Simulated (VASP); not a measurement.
VASP ran on this input.

**KPOINTS**
```
Automatic mesh
0
Gamma
14 14 7
0 0 0
```

INCAR:
```
# general
SYSTEM   =  Zn
PREC     =  Accurate
ENCUT    =  400
LREAL    =  .False.   # projection in real space or not
LASPH    =  .True.

# electronic loop
EDIFF    =  1E-6   # SCF stop (eV)
NELM     =  100
ALGO     =  Normal   # blocked Davidson
LMAXMIX  =  4   # l cut-off of mixed one-centre charges
LMIXTAU  =  .True.

# smearing
ISMEAR   =  1   # Methfessel-Paxton
SIGMA    =  0.1   # width (eV)

# functional
METAGGA  =  R2SCAN

# ions
IBRION   =  2
NSW      =  60
ISIF     =  3
EDIFFG   =  -0.01

# output
LWAVE    =  .False.
LCHARG   =  .False.
```

### POSCAR
```
Zn
1
    1.3241218393    -2.2934467207     0.0000000000
    1.3241218393     2.2934467207    -0.0000000000
    0.0000000000    -0.0000000000     4.6707427975
Zn
2
Direct
  0.3333330000   0.6666670000   0.2500000000
  0.6666670000   0.3333330000   0.7500000000
```

POTCAR, in this order: Zn (PBE.64 set). Program: vasp_std.

Q: Write an equivalent input for Ansatz.

A: One equivalent input (not run):
Ansatz 0.2 input:
```yaml
crystal:
  lattice:
    - [1.3241218, -2.2934467, 0.0000000]
    - [1.3241218, 2.2934467, 0.0000000]
    - [0.0000000, 0.0000000, 4.6707428]
  atoms:
    - { symbol: Zn, position: [0.3333330, 0.6666670, 0.2500000] }
    - { symbol: Zn, position: [0.6666670, 0.3333330, 0.7500000] }
kpoints:
  mp_grid: { grid: [14, 14, 7] }
hamiltonian:
  xc: r2scan
  pseudopotentials: { kind: paw }
scf:
  occupations: { method: methfessel_paxton, width: 0.1 }
  max_iter: 100
relax:
  max_steps: 60
  f_tol: 0.01
  cell: {}
output: { forces: true, stress: true, eigenvalues: true }
```
Limits of the translation: each code has its own PAW files, so the cut-off isn't converted (ENCUT is set for VASP's; basis.ecutwfc is left out, and Ansatz then takes the one that its files recommend); Ansatz stops its SCF on the density residual and VASP on the energy change (EDIFF).

The compound is Zn in the hcp structure. This run relaxes it. Symmetry was kept, so distortions that lower it aren't found. The start is the result of an earlier pass.
